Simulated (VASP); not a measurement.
A VASP calculation is set up with these files.

POSCAR:
```
BN
1
    1.2544224260    -2.1727237670    -0.0000000000
    1.2544224260     2.1727237670     0.0000000000
    0.0000000000     0.0000000000     7.1959831719
B N
2 2
Direct
  0.3333330000   0.6666670000   0.2500000000
  0.6666670000   0.3333330000   0.7500000000
  0.6666670000   0.3333330000   0.2500000000
  0.3333330000   0.6666670000   0.7500000000
```

### KPOINTS
```
Automatic mesh
0
Gamma
 9 9 3
```

INCAR:
```
SYSTEM = BN
PREC = Accurate
ENCUT = 520
EDIFF = 1E-6
NELM = 100
ALGO = Normal
LREAL = .FALSE.
LASPH = .TRUE.
ISMEAR = 0
SIGMA = 0.05
GGA = 91
LWAVE = .FALSE.
LCHARG = .FALSE.
IBRION = 2
ISIF = 3
NSW = 60
EDIFFG = -0.02
```

POTCAR, in this order: B N (PBE.64 set). Program: vasp_std.

### Question
Write an equivalent input for Quantum ESPRESSO's pw.x.

### Answer
One equivalent input (not run):
```
&CONTROL
  calculation = 'vc-relax'
  pseudo_dir = './pseudo'
  outdir = './out'
  tprnfor = .true.
  tstress = .true.
  nstep = 60
  forc_conv_thr = 0.00078
/
&SYSTEM
  ibrav = 0
  nat = 4
  ntyp = 2
  ecutwfc = 84
  occupations = 'smearing'
  smearing = 'gaussian'
  degauss = 0.003675
  input_dft = 'pw91'
/
&ELECTRONS
  conv_thr = 7.3e-08
  electron_maxstep = 100
/
&IONS
/
&CELL
/
ATOMIC_SPECIES
  B 10.810 B.upf
  N 14.007 N.upf
CELL_PARAMETERS angstrom
     1.2544224   -2.1727238   -0.0000000
     1.2544224    2.1727238    0.0000000
     0.0000000    0.0000000    7.1959832
ATOMIC_POSITIONS crystal
  B    0.3333330  0.6666670  0.2500000
  B    0.6666670  0.3333330  0.7500000
  N    0.6666670  0.3333330  0.2500000
  N    0.3333330  0.6666670  0.7500000
K_POINTS automatic
  9 9 3 0 0 0
```
What does not carry over: the potentials are each code's own (VASP's PAW set, PseudoDojo norm-conserving files in pw.x), so ENCUT and ecutwfc are chosen apart and not converted; conv_thr bounds pw.x's estimated SCF error, while EDIFF bounds the energy change between steps; forc_conv_thr acts on force components and is met together with etot_conv_thr.

The compound is BN in the hex structure. This run relaxes it. Symmetry was kept, so distortions that lower it aren't found. The start is the result of an earlier pass.
